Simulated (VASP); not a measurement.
Data:

```
ZrS2
1.0
    1.84135    -3.18931     0.00000
    1.84135     3.18931     0.00000
    0.00000     0.00000     6.54662
Zr S
1 2
Direct
  0.00000   0.00000   0.00000
  0.33333   0.66667   0.22160
  0.66667   0.33333   0.77840
```

All values below come from PBE GGA, VASP's PBE PAW potentials (set 64) (plane waves; VASP 6.6.1). Run with 480 eV cut-off, 8×8×4 Γ-centred mesh, Gaussian smearing of 0.050 eV, potentials Zr_sv S.

Energy and stress use the plane-wave basis of the starting cell. Without a dispersion term in the relaxation, distances and binding between the weakly bound layers, chains or molecules are unreliable, and so is what depends on them.

### Question
The ions, cell shape and volume at an external pressure of 10.0 GPa are relaxed. Give the cell that the relaxation ends in.

### Answer

```
ZrS2
1.0
    1.76785    -3.06201     0.00000
    1.76785     3.06201     0.00000
    0.00000     0.00000     5.37930
Zr S
1 2
Direct
  0.00000   0.00000   0.00000
  0.33333   0.66667   0.27504
  0.66667   0.33333   0.72496
```
Space group P-3m1 (164), at a tolerance of 0.03 Å.

### Question
How do energy and volume change from the first to the last step?

### Answer
The energy (σ→0) changes by +113.9 meV/atom and the volume by -24.3 %, in 23 ionic steps.

The compound is ZrS2 in the 1T layered structure. This run relaxes it under an external pressure of 10 GPa. Symmetry was kept, so distortions that lower it aren't found.
